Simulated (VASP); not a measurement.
Input:

```yaml
crystal:
  lattice:
    - [1.81989, -3.15213, 0.00000]
    - [1.81989, 3.15213, 0.00000]
    - [0.00000, 0.00000, 5.57130]
  atoms:
    - { symbol: Dy, position: [0.33333, 0.66667, 0.25000] }
    - { symbol: Dy, position: [0.66667, 0.33333, 0.75000] }
```

The numbers are results of r2SCAN meta-GGA, VASP's PBE PAW potentials (set 64) (plane waves; VASP 6.6.1), not measurements. Settings: 480 eV cut-off, 10×10×6 Γ-centred mesh, first-order Methfessel-Paxton smearing of 0.10 eV, potentials Dy_3.

The 4f electrons are frozen in the core of the lanthanide potential, so 4f levels, which can set the real gap, and their magnetism are missing.

Each row applies one change to this cell, which was relaxed at other settings and keeps the small stress of the first row; at a fixed cut-off the stress holds a Pulay part, so it need not integrate to ΔE exactly. Stress is in GPa, positive when the cell is compressed.

```tsv
change	ΔE (meV/atom)	σxx	σyy	σzz	largest shear component, with its sign (GPa)	largest force (eV/Å)
none	0.0	0.07	0.07	0.05	0.00	0.000
atom 2 (Dy) moved by -0.025 Å along z	0.7	0.07	0.07	0.07	0.00	0.117
uniaxial strain of -0.5 % along y	0.3	0.19	0.53	0.17	0.00	0.009
atom 2 (Dy) moved by 0.150 Å along y	___	___	___	___	___	___
isotropic strain of -4.0 %	70.3	6.40	6.40	6.46	0.00	0.000
biaxial strain of +2.0 % in the xz plane	7.6	-2.02	-0.80	-1.89	0.00	0.034
atom 2 (Dy) moved by 0.100 Å along z	___	___	___	___	___	___
```

Task: Some entries are withheld; supply them.

Result: 
- atom 2 (Dy) moved by 0.100 Å along z, ΔE (meV/atom): 11.7
- atom 2 (Dy) moved by 0.100 Å along z, σxx: 0.14
- atom 2 (Dy) moved by 0.100 Å along z, σyy: 0.14
- atom 2 (Dy) moved by 0.100 Å along z, σzz: 0.31
- atom 2 (Dy) moved by 0.100 Å along z, largest shear component, with its sign (GPa): 0.00
- atom 2 (Dy) moved by 0.100 Å along z, largest force (eV/Å): 0.467
- atom 2 (Dy) moved by 0.150 Å along y, ΔE (meV/atom): 9.5
- atom 2 (Dy) moved by 0.150 Å along y, σxx: -0.71
- atom 2 (Dy) moved by 0.150 Å along y, σyy: 0.72
- atom 2 (Dy) moved by 0.150 Å along y, σzz: 0.25
- atom 2 (Dy) moved by 0.150 Å along y, largest shear component, with its sign (GPa): 0.00
- atom 2 (Dy) moved by 0.150 Å along y, largest force (eV/Å): 0.256

Failed runs are left out, and for metals the shear rows, which the mesh's noise covers.

The compound is Dy in the hcp structure.
